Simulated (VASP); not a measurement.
Here is the system:

```
PbS
1.0
    0.00000     2.98622     2.98622
    2.98622     0.00000     2.98622
    2.98622     2.98622     0.00000
Pb S
1 1
Cartesian
  0.00000   0.00000   0.00000
  2.98622   2.98622   2.98622
```

Method: r2SCAN meta-GGA, VASP's PBE PAW potentials (set 64) (plane waves; VASP). Run with 400 eV cut-off, 9×9×9 Γ-centred mesh, tetrahedra with Blöchl corrections, potentials Pb_d S.

Unless said otherwise, spin-orbit coupling is left out, though it shifts the bands of the heavy elements here.

Task: What does the run give for the energy per atom (σ→0), band gap (over mesh and band path) with the smallest direct gap where there is one?

Result: 
```json
{
  "band gap (over mesh and band path)": "0.70 eV",
  "smallest direct gap (over mesh and band path)": "0.70 eV",
  "energy per atom (σ→0)": "-32.806 eV/atom"
}
```

Only differences to runs with the same potentials and settings are physical.

The structure comes from a measured PbS entry (Fm-3m) of the Crystallography Open Database, whose conditions weren't checked. It was relaxed first.
